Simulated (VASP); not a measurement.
# CaSb2 in VASP: further runs

One sheet, CaSb2, is run at these levels: PBE; tasks: single point.

Program: VASP 6.6.1. These are calculated values, not measurements. Logs are shortened: lines on timing, memory, paths and dates and some standing lists are left out, and cuts for length are marked.

### Step 1. The cell of the first run

The cell holds a sheet with vacuum, 3 atoms: a = 3.485 Å, b = 3.485 Å, c = 33.202 Å, α = 90.00°, β = 90.00°, γ = 120.00°.

The cell was built by a generator and needn't be a form met in nature.

### Step 2. Single point, PBE (species swapped into a sheet of the LaSb2 type)

File INCAR:

```
SYSTEM = CaSb2
ALGO = Fast
DIPOL = 0.5 0.5 0.271
EDIFF = 1E-7
ENCUT = 520
GGA = PE
IDIPOL = 3
ISIF = 2
ISMEAR = 0
LASPH = .TRUE.
LCHARG = .FALSE.
LDIPOL = .TRUE.
LREAL = .FALSE.
LWAVE = .FALSE.
NBANDS = 17
NELM = 80
PREC = Accurate
SIGMA = 0.1
```

File KPOINTS:

```
k-points
0
G
  15 15 1
  0 0 0
```

File POSCAR:

```
CaSb2
1.0
    3.4851362023     -0.0000002168      0.0000000000
   -1.7425679134      3.0182165952      0.0000000000
    0.0000000000      0.0000000000     33.2022781496
Ca Sb
1 2
Direct
    0.0000000000      0.0000000000      0.2710657371
    0.6666666667      0.3333333333      0.3489952720
    0.3333333333      0.6666666667      0.1931362022
```

Potentials or basis: VASP PAW PBE potentials, release 64 (Ca_sv, Sb).

Run with:

```sh
cat potpaw_PBE.64/Ca_sv/POTCAR potpaw_PBE.64/Sb/POTCAR > POTCAR
mpirun -np 1 vasp_std > vasp.out
```

OUTCAR:

```text
SYSTEM = CaSb2
   EDIFF = 1E-7
   ENCUT = 520
   GGA = PE
   ISIF = 2
   ISMEAR = 0
   LASPH = .TRUE.
   LREAL = .FALSE.
   NELM = 80
   PREC = Accurate

 ion  position               nearest neighbor table
   1  0.000  0.000  0.271-   2 3.28   3 3.28   3 3.28   2 3.28   2 3.28   3 3.28
   2  0.667  0.333  0.349-   1 3.28   1 3.28   1 3.28
   3  0.333  0.667  0.193-   1 3.28   1 3.28   1 3.28

  LATTYP: Found a hexagonal cell.
 ALAT       =     3.4851362023
 C/A-ratio  =     9.5268236942

  Lattice vectors:

 A1 = (   3.4851362023,  -0.0000002168,   0.0000000000)
 A2 = (  -1.7425679134,   3.0182165952,   0.0000000000)
 A3 = (   0.0000000000,   0.0000000000,  33.2022781496)

Analysis of symmetry for initial positions (statically):
=====================================================================
 Subroutine PRICEL returns:
 Original cell was already a primitive cell.

 Routine SETGRP: Setting up the symmetry group for a
 hexagonal supercell.

 Subroutine GETGRP returns: Found 12 space group operations
 (whereof  6 operations were pure point group operations)
 out of a pool of 24 trial point group operations.

The static configuration has the point symmetry C_3v.
 The point group associated with its full space group is D_3d.

Analysis of symmetry for dynamics (positions and initial velocities):
=====================================================================
 Subroutine PRICEL returns:
 Original cell was already a primitive cell.

 Routine SETGRP: Setting up the symmetry group for a
 hexagonal supercell.

 Subroutine GETGRP returns: Found 12 space group operations
 (whereof  6 operations were pure point group operations)
 out of a pool of 24 trial point group operations.

The dynamic configuration has the point symmetry C_3v.
 The point group associated with its full space group is D_3d.

 Subroutine INISYM returns: Found 12 space group operations
 (whereof  6 operations are pure point group operations),
 and found     1 'primitive' translations

----------------------------------------------------------------------------------------

                                     Primitive cell

  volume of cell :     349.2513

  direct lattice vectors                    reciprocal lattice vectors
     3.485136202 -0.000000217  0.000000000     0.286932842  0.165660730  0.000000000
    -1.742567913  3.018216595  0.000000000     0.000000021  0.331321495  0.000000000
[... 97 lines left out ...]
   PSTRESS=    0.0 pullay stress
   NELECT =      20.0000    total number of electrons
   NUPDOWN=      -1.0000    fix difference up-down
   EMIN   =  10.00;   EMAX   =-10.00  energy-range for DOS
   EFERMI =   0.00;   METHOD = LEGACY
   ISMEAR =     0;   SIGMA  =   0.10  broadening in eV -4-tet -1-fermi 0-gaus
   EFERMI_NEDOS =   21; number of points for ismear=-14 and -15
   IALGO  =     68    algorithm
   IMIX   =      4    mixing-type and parameters
     AMIX     =   0.40;   BMIX     =  1.00
     AMIX_MAG =   1.60;   BMIX_MAG =  1.00
  volume/ion in A,a.u.               =     116.42       785.62
  Fermi-wavevector in a.u.,A,eV,Ry     =   0.631014  1.192443  5.417545  0.398178
  Thomas-Fermi vector in A             =   1.693844
   LORBIT       =      0    0 simple, 1 ext, 2 COOP (PROOUT), +10 PAW based schemes
   GGA     = PE    functional components
   LHFCALC =     F    Hartree Fock is set to
   AEXX    =    0.0000 exact exchange contribution
   IVDW    =     0    specifies the selected vdW correction
   LEPSILON=     F    determine dielectric tensor
   LRPA    =     F    only Hartree local field effects (RPA)
 non-spin polarized calculation
 RMM-DIIS sequential band-by-band and
 Gauss-broadening in eV      SIGMA  =   0.10
  energy-cutoff  :      520.00
  volume of cell :      349.25
 maximum number of plane-waves:      9495
 NGX is ok and might be reduce to    28
   NGX = 13   NGY = 13   NGZ =123

 dipolmoment           0.000000      0.000000     -0.000002 electrons x Angstroem

 number of electron      20.0000000 magnetization

 dipolmoment           0.000000      0.000000      0.000001 electrons x Angstroem

 Free energy of the ion-electron system (eV)
  ---------------------------------------------------
  ext. energy  EPLUGINS =         0.00000000
  ---------------------------------------------------
  free energy    TOTEN  =       -10.61568514 eV

  energy without entropy =      -10.61151137  energy(sigma->0) =      -10.61359825

 E-fermi :  -2.4302     XC(G=0):  -2.7710

 val. band max:       -2.4715562491   @ k =   0.2000   0.0667   0.0000
 cond. band min:      -2.3455510478   @ k =   0.2000   0.0667   0.0000
 fundamental gap:      0.1260052013
 Fermi energy:        -2.4301641163

 k-point     1 :       0.0000    0.0000    0.0000
  band No.  band energies     occupation
      1     -43.2453      2.00000
      2     -24.2834      2.00000
      3     -24.1409      2.00000
      4     -24.1409      2.00000
      5     -12.7722      2.00000
      6     -12.5667      2.00000
[... 457 lines left out ...]
      4     -24.2081      2.00000
      5      -9.9185      2.00000
      6      -9.8597      2.00000
[... 9 lines left out ...]
     16       2.2441      0.00000
     17       2.7608      0.00000

 [... further k-points ...]

------------------------ aborting loop because EDIFF is reached ----------------------------------------

 vacuum level on the upper side and lower side of the slab       (xc-potential included)        -0.007        -0.007

  FORCE on cell =-STRESS in cart. coord.  units (eV):
  Direction    XX          YY          ZZ          XY          YZ          ZX
  --------------------------------------------------------------------------------------
  -------------------------------------------------------------------------------------
  Total        0.0036916      0.0036916      0.0874100     -0.0000000      0.0000000      0.0000000
  in kB        0.0169350      0.0169350      0.4009902     -0.0000000      0.0000000      0.0000000
  external PRESSURE =       0.1449534 kB  Pullay stress =       0.0000000 kB

 VOLUME and BASIS-vectors are now :
 -----------------------------------------------------------------------------
  energy-cutoff  :      520.00
  volume of cell :      349.25
      direct lattice vectors                 reciprocal lattice vectors
     3.485136202 -0.000000217  0.000000000     0.286932842  0.165660730  0.000000000
    -1.742567913  3.018216595  0.000000000     0.000000021  0.331321495  0.000000000
     0.000000000  0.000000000 33.202278150     0.000000000  0.000000000  0.030118415

 POSITION                                       TOTAL-FORCE (eV/Angst)
 -----------------------------------------------------------------------------------
      0.00000      0.00000      9.00000         0.000000      0.000000     -0.000000
      1.74257      1.00607     11.58744        -0.000000      0.000000      0.018800
      0.00000      2.01214      6.41256         0.000000     -0.000000     -0.018800
 -----------------------------------------------------------------------------------
    total drift:                               -0.000000      0.000000      0.000006

  FREE ENERGIE OF THE ION-ELECTRON SYSTEM (eV)
  ---------------------------------------------------
  free  energy   TOTEN  =       -10.6156851367 eV

  energy  without entropy=      -10.6115113708  energy(sigma->0) =      -10.61359825

 vacuum level on the upper side and lower side of the slab         2.700         2.700
```

OSZICAR:

```text
N       E                     dE             d eps       ncg     rms          rms(c)
DAV:   1     0.948416038192E+02    0.94842E+02   -0.80675E+03  1166   0.821E+02
DAV:   2    -0.302442049319E+01   -0.97866E+02   -0.95112E+02  1214   0.179E+02
DAV:   3    -0.107653028489E+02   -0.77409E+01   -0.76854E+01  1723   0.393E+01
[... 16 lines left out ...]
RMM:  20    -0.106156842139E+02   -0.88508E-06   -0.97998E-07  1262   0.335E-03    0.916E-05
RMM:  21    -0.106156847355E+02   -0.52159E-06   -0.47078E-07  1147   0.253E-03    0.407E-05
RMM:  22    -0.106156849258E+02   -0.19031E-06   -0.22807E-07  1034   0.203E-03    0.403E-05
RMM:  23    -0.106156850841E+02   -0.15827E-06   -0.14799E-07   959   0.179E-03    0.336E-05
RMM:  24    -0.106156851367E+02   -0.52637E-07   -0.87854E-08   865   0.160E-03
   1 F= -.10615685E+02 E0= -.10613598E+02  d E =-.417377E-02
```

Run time: 5.7 min. Hardware: 1 thread of Intel Xeon Platinum 8488C (Sapphire Rapids), shared host; peak memory 0.55 GiB.

Results:

```
Free energy            : -10.6157 eV
Largest force          : 0.019 eV/Å
Band gap on the k mesh : none (metal or under the smearing width)
```

Forces in eV/Å, atoms in the order of the input:
```
Ca   0.000  0.000  0.000
Sb   0.000  0.000  0.019
Sb   0.000  0.000 -0.019
```

Levels at points of the mesh, in eV from the Fermi level:
```csv
k point,band 7,band 8,band 9,band 10,band 11,band 12,band 13,band 14
"(0.00, 0.00, 0.00)",-3.45,-1.98,0.67,2.90,2.90,4.22,4.22,4.38
```

[end of part 1 of 2]
